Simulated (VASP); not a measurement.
Consider the following.

```xyz
2
Lattice="2.7947 0.0000 0.0000 0.0000 2.8373 0.0000 0.0000 0.0000 2.8373" Properties=species:S:1:pos:R:3 pbc="T T T"
Ga     1.3974     1.4187     1.4187
Co     0.0000     0.0000     0.0000
```

Calculation: PBEsol GGA, VASP's PBE PAW potentials (set 64) (plane waves; VASP 6.6.1). Numerical set-up: 480 eV cut-off, 12×12×12 Γ-centred mesh, first-order Methfessel-Paxton smearing of 0.10 eV, potentials Ga_d Co.

Q: Predict the energy per atom (σ→0), pressure, band gap (on the k-mesh) with the smallest direct gap where there is one.

A: 
```json
{
  "band gap (on the k-mesh)": "none (metal, semimetal or under 0.01 eV)",
  "energy per atom (σ→0)": "-5.884 eV/atom",
  "pressure": "3.86 GPa"
}
```

The absolute energy has meaning only against runs of the same code, potentials and settings.

The compound is CoGa in the CsCl type structure. This cell was strained or had an atom moved on purpose. The run is not spin-polarised, so no magnetic state was tried.
